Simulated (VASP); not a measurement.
Computed with PBE GGA, VASP's PBE PAW potentials (set 64) (plane waves; VASP).

A VASP calculation is set up with these files.

File POSCAR:
```
MgB2
1
    1.5033750000    -2.7403260000     0.0000000000
    1.5033750000     2.7403260000     0.0000000000
    0.0000000000     0.0000000000     3.5143660000
Mg B
1 2
Direct
  0.0000000000   0.0000000000   0.0000000000
  0.3333330000   0.6666670000   0.5000000000
  0.6968860000   0.3635520000   0.5000000000
```

**KPOINTS**
```
Automatic mesh
0
Gamma
3 3 2
0 0 0
```

INCAR:
```
ALGO = Normal
EDIFF = 1E-6
ENCUT = 520
GGA = PE
ISIF = 2
ISMEAR = 1
LASPH = T
LCHARG = F
LREAL = F
LWAVE = F
NELM = 100
PREC = Accurate
SIGMA = 0.1
SYSTEM = MgB2
```

POTCAR, in this order: Mg B (PBE.64 set). Program: vasp_std.

The run wrote:

### OSZICAR
```
       N       E                     dE             d eps       ncg     rms          rms(c)
DAV:   1     0.104068178683E+02    0.10407E+02   -0.40075E+03   176   0.856E+02
DAV:   2    -0.163380797853E+02   -0.26745E+02   -0.25711E+02   224   0.112E+02
DAV:   3    -0.166814280644E+02   -0.34335E+00   -0.34335E+00   208   0.166E+01
DAV:   4    -0.166821361181E+02   -0.70805E-03   -0.70805E-03   280   0.613E-01
DAV:   5    -0.166821366557E+02   -0.53760E-06   -0.53784E-06   208   0.781E-03    0.546E+00
DAV:   6    -0.150860081795E+02    0.15961E+01   -0.24936E+00   184   0.885E+00    0.280E+00
DAV:   7    -0.148196900724E+02    0.26632E+00   -0.18742E+00   192   0.738E+00    0.120E+00
DAV:   8    -0.147835124814E+02    0.36178E-01   -0.62419E-02   168   0.170E+00    0.893E-01
DAV:   9    -0.147811110286E+02    0.24015E-02   -0.10981E-01   168   0.207E+00    0.549E-01
DAV:  10    -0.147722057456E+02    0.89053E-02   -0.90381E-03   176   0.651E-01    0.324E-01
DAV:  11    -0.147689644481E+02    0.32413E-02   -0.94875E-03   160   0.534E-01    0.465E-02
DAV:  12    -0.147689482695E+02    0.16179E-04   -0.14042E-04   208   0.104E-01    0.237E-02
DAV:  13    -0.147689397604E+02    0.85090E-05   -0.53992E-05   184   0.400E-02    0.883E-03
DAV:  14    -0.147689376421E+02    0.21184E-05   -0.35296E-06   224   0.119E-02    0.240E-03
DAV:  15    -0.147689374961E+02    0.14596E-06   -0.32506E-07    96   0.343E-03
   1 F= -.14768937E+02 E0= -.14767595E+02  d E =-.402717E-02
```

### OUTCAR
```
------------------------ aborting loop because EDIFF is reached ----------------------------------------
  FORCE on cell =-STRESS in cart. coord.  units (eV):
  Direction    XX          YY          ZZ          XY          YZ          ZX
  --------------------------------------------------------------------------------------
  Total        1.0034415     -0.9762247     -0.0141088     -0.3006377      0.0000000      0.0000000
  in kB       55.5208504    -54.0149320     -0.7806469    -16.6344120      0.0000000      0.0000000
  external PRESSURE =       0.2417571 kB  Pullay stress =       0.0000000 kB
  volume of cell :       28.96
      direct lattice vectors                 reciprocal lattice vectors
     1.503375000 -2.740326000  0.000000000     0.332585017 -0.182460043  0.000000000
     1.503375000  2.740326000  0.000000000     0.332585017  0.182460043  0.000000000
     0.000000000  0.000000000  3.514366000     0.000000000  0.000000000  0.284546345
 POSITION                                       TOTAL-FORCE (eV/Angst)
 -----------------------------------------------------------------------------------
      0.00000      0.00000      0.00000         0.229645      0.014618      0.000000
      1.50337      0.91344      1.75718         0.611978     -0.673470      0.000000
      1.59424     -0.91344      1.75718        -0.841623      0.658852      0.000000
 -----------------------------------------------------------------------------------
    total drift:                                0.000015      0.000001      0.000000
  FREE ENERGIE OF THE ION-ELECTRON SYSTEM (eV)
  ---------------------------------------------------
  free  energy   TOTEN  =       -14.7689374961 eV

  energy  without entropy=      -14.7649103224  energy(sigma->0) =      -14.76759510
```
(Selected blocks of OUTCAR.)

The compound is MgB2 in the AlB2 type structure. The cell was not relaxed at this level, atoms are displaced from their ideal sites. The k-mesh is coarse (spacing up to 0.89 per Å, 2π included), so the numbers may not be converged in it. The run is one of a series of settings (KPOINTS 3×3×2 Γ-centred mesh against the base run), some of them coarse on purpose.
